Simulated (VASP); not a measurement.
Input for VASP

**POSCAR**
```
Au
1
    0.0000000000     2.0808000000     2.0808000000
    2.0808000000     0.0000000000     2.0808000000
    2.0808000000     2.0808000000     0.0000000000
Au
1
Direct
  0.0000000000   0.0000000000   0.0000000000
```

**KPOINTS**
```
Automatic mesh
0
Monkhorst-Pack
11 10 5
0 0 0
```

**INCAR**
```
SYSTEM = Au
PREC = Accurate
ENCUT = 400
EDIFF = 1E-6
NELM = 100
ALGO = Normal
LREAL = .FALSE.
LASPH = .TRUE.
ISMEAR = 1
SIGMA = 0.1
GGA = PE
LMAXMIX = 6
LWAVE = .FALSE.
LCHARG = .FALSE.
ISIF = 2
```

POTCAR, in this order: Au (PBE.64 set). Program: vasp_std.

Output

### standard output
```
 POSCAR found type information on POSCAR Au
 POSCAR found :  1 types and       1 ions
 Reading from existing POTCAR
 Reading from existing POTCAR
 LDA part: xc-table for (Slater+PW92), standard interpolation

 -----------------------------------------------------------------------------
|                                                                             |
|           W    W    AA    RRRRR   N    N  II  N    N   GGGG   !!!           |
|           W    W   A  A   R    R  NN   N  II  NN   N  G    G  !!!           |
|           W    W  A    A  R    R  N N  N  II  N N  N  G       !!!           |
|           W WW W  AAAAAA  RRRRR   N  N N  II  N  N N  G  GGG   !            |
|           WW  WW  A    A  R   R   N   NN  II  N   NN  G    G                |
|           W    W  A    A  R    R  N    N  II  N    N   GGGG   !!!           |
|                                                                             |
|     Your reciprocal lattice and k-lattice belong to different lattice       |
|     classes:                                                                |
|                                                                             |
|        The reciprocal lattice is body-centered cubic,                       |
|        whereas your k-lattice is triclinic.                                 |
|                                                                             |
|     Results are often still useful ...                                      |
|                                                                             |
 -----------------------------------------------------------------------------

 POSCAR, INCAR and KPOINTS ok, starting setup
 WAVECAR not read
 entering main loop
       N       E                     dE             d eps       ncg     rms          rms(c)
DAV:   1     0.309022647962E+02    0.30902E+02   -0.49901E+03  6008   0.859E+02
DAV:   2    -0.326196777815E+01   -0.34164E+02   -0.31614E+02  5121   0.168E+02
DAV:   3    -0.351015367424E+01   -0.24819E+00   -0.24792E+00  5903   0.147E+01
DAV:   4    -0.351077499320E+01   -0.62132E-03   -0.62131E-03  5442   0.784E-01
DAV:   5    -0.351077925298E+01   -0.42598E-05   -0.42597E-05  5586   0.624E-02    0.784E+00
DAV:   6    -0.326548485929E+01    0.24529E+00   -0.83908E-01  5084   0.885E+00    0.512E+00
DAV:   7    -0.324981801620E+01    0.15667E-01   -0.64943E-02  5301   0.244E+00    0.260E+00
DAV:   8    -0.324797875445E+01    0.18393E-02   -0.13421E-03  5133   0.367E-01    0.232E-01
DAV:   9    -0.324796498960E+01    0.13765E-04   -0.95706E-06  5448   0.335E-02    0.289E-02
DAV:  10    -0.324797099939E+01   -0.60098E-05   -0.31278E-06  5365   0.225E-02    0.450E-03
DAV:  11    -0.324797087185E+01    0.12754E-06   -0.47820E-08  2540   0.213E-03
   1 F= -.32479709E+01 E0= -.32479494E+01  d E =-.645277E-04
```

File OUTCAR:
```
------------------------ aborting loop because EDIFF is reached ----------------------------------------
  FORCE on cell =-STRESS in cart. coord.  units (eV):
  Direction    XX          YY          ZZ          XY          YZ          ZX
  --------------------------------------------------------------------------------------
  Total       -0.1112288     -0.1112288     -0.1112288      0.0000000      0.0000000      0.0000000
  in kB       -9.8902359     -9.8902359     -9.8902359      0.0000000      0.0000000      0.0000000
  external PRESSURE =      -9.8902359 kB  Pullay stress =       0.0000000 kB
  volume of cell :       18.02
      direct lattice vectors                 reciprocal lattice vectors
     0.000000000  2.080800000  2.080800000    -0.240292195  0.240292195  0.240292195
     2.080800000  0.000000000  2.080800000     0.240292195 -0.240292195  0.240292195
     2.080800000  2.080800000  0.000000000     0.240292195  0.240292195 -0.240292195
 POSITION                                       TOTAL-FORCE (eV/Angst)
 -----------------------------------------------------------------------------------
      0.00000      0.00000      0.00000        -0.000000     -0.000000     -0.000000
 -----------------------------------------------------------------------------------
    total drift:                               -0.000000     -0.000000     -0.000000
  FREE ENERGIE OF THE ION-ELECTRON SYSTEM (eV)
  ---------------------------------------------------
  free  energy   TOTEN  =        -3.2479708718 eV

  energy  without entropy=       -3.2479063442  energy(sigma->0) =       -3.24794936
```
(Selected blocks of OUTCAR.)

**Question.** From input and log, find the fault in this run and mend it.

**Answer.** The cause: the mesh has unequal divisions along equivalent axes and breaks the lattice's symmetry. The run ends without an error. Against the sound run, the energy per atom (σ→0) falls by 0.019 eV/atom; the pressure falls by 0.32 GPa. To mend it, correct KPOINTS.
**KPOINTS**
```
Automatic mesh
0
Gamma
11 11 11
0 0 0
```
The mended run (PBE GGA, plane waves, VASP's PBE PAW potentials (set 64)) converges, and its OSZICAR ends with
```
   1 F= -.32290706E+01 E0= -.32291169E+01  d E =0.138760E-03
```

The compound is Au in the fcc structure. The cell was not relaxed at this level.
